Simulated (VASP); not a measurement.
VASP ran on this input.

File KPOINTS:
```
kpoints
0
G
  10 10 8
```

INCAR:
```
ISMEAR  =  0   # Gaussian
NELM  =  100   # most electronic steps
ALGO  =  Normal
PREC  =  Accurate
LMAXMIX  =  6   # l cut-off of mixed one-centre charges
LREAL  =  .False.   # projection in real space or not
LASPH  =  .True.   # aspherical one-centre terms
SIGMA  =  0.1   # width (eV)
SYSTEM  =  HfB2
GGA  =  PE
LCHARG  =  .False.
EDIFF  =  1E-6   # SCF stop (eV)
ISIF  =  2   # forces and stress, cell fixed
ENCUT  =  400   # plane-wave cut-off (eV)
LWAVE  =  .False.
```

POSCAR:
```
HfB2
7.0720560
  0.2255747126  -0.3907068892   0.0000000000
  0.2255747126   0.3907068892   0.0000000000
  0.0000000000   0.0000000000   0.5000000000
Hf B
1 2
Cart
  0.0056815503   0.0041223484   0.0018450000
  0.2180021695   0.1294872958   0.2507445000
  0.2274654799  -0.1336100349   0.2474105000
```

POTCAR, in this order: Hf_pv B (PBE.64 set). Program: vasp_std.

Question: Translate this PBE calculation to Ansatz.

Answer: One equivalent input (not run):
Ansatz 0.2 input:
```yaml
crystal:
  lattice:
    - [1.5952770, -2.7631010, 0.0000000]
    - [1.5952770, 2.7631010, 0.0000000]
    - [0.0000000, 0.0000000, 3.5360280]
  atoms:
    - { symbol: Hf, position: [0.0073180, 0.0178690, 0.0036900] }
    - { symbol: B, position: [0.3175060, 0.6489240, 0.5014890] }
    - { symbol: B, position: [0.6751760, 0.3332060, 0.4948210] }
kpoints:
  mp_grid: { grid: [10, 10, 8] }
hamiltonian:
  xc: pbe
  pseudopotentials: { kind: paw }
scf:
  occupations: { method: gaussian, width: 0.1 }
  max_iter: 100
output: { forces: true, stress: true, eigenvalues: true }
```
The two are equivalent in intent, not identical: each code has its own PAW files, so the cut-off isn't converted (ENCUT is set for VASP's; basis.ecutwfc is left out, and Ansatz then takes the one that its files recommend); Ansatz stops its SCF on the density residual and VASP on the energy change (EDIFF).

The structure is a typed HfB2 crystal (P6/mmm). The cell was not relaxed at this level, atoms are displaced from their ideal sites.
